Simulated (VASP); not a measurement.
Ag2O (cuprite): the cohesive energy from VASP (plane waves, PAW) at several levels of theory. Atoms are spin-polarised in a large box without symmetry, with the spin fixed by Hund's rule, and may not be in the lowest state of each functional; no zero-point energy is added.

```json
[
 {"level": "LDA", "cohesive energy (eV/atom)": "3.86", "error against measurement": "+31.0 %"},
 {"level": "PBE", "cohesive energy (eV/atom)": "2.81", "error against measurement": "-4.8 %"},
 {"level": "PBEsol", "cohesive energy (eV/atom)": "3.23", "error against measurement": "+9.3 %"}
]
```

Measured: 2.95 eV/atom at 0 K (as given by CRC Handbook of Chemistry and Physics, Standard Thermodynamic Properties of Chemical Substances; atomisation enthalpy at 298 K (2.937) less the gas atoms' H298-H0 (0.066), plus the solid's thermal (0.057) and zero-point (0.022) energy from a Debye model with theta = 227 K fitted to S(298) = 121.3 J/(mol K); atoms in their measured spin-orbit ground levels; the uncertainty is an estimate of this correction alone).

The cell of the LDA run:

Ag2O is modelled in the cubic space group Pn-3m, origin choice 1 (No. 224), Pearson symbol cP6. Lattice parameters: a = b = c = 4.641 Å, α = β = γ = 90.00°. Ag on 4b is coordinated by 2 O at 2.010 Å (linear). O on 2a is surrounded by 4 Ag at 2.010 Å (tetrahedral). (Neighbours: up to the widest gap in distance over summed covalent radii, below 1.35, at either atom; cation-cation and far metal-metal contacts left out.)

Only levels that ran to the end are used. Left out are those held back, those with too coarse a band path, GW runs whose mesh misses a band edge, hybrids' fits of cells that aren't cubic and levels without matching references; a question may draw on a part of the rest.
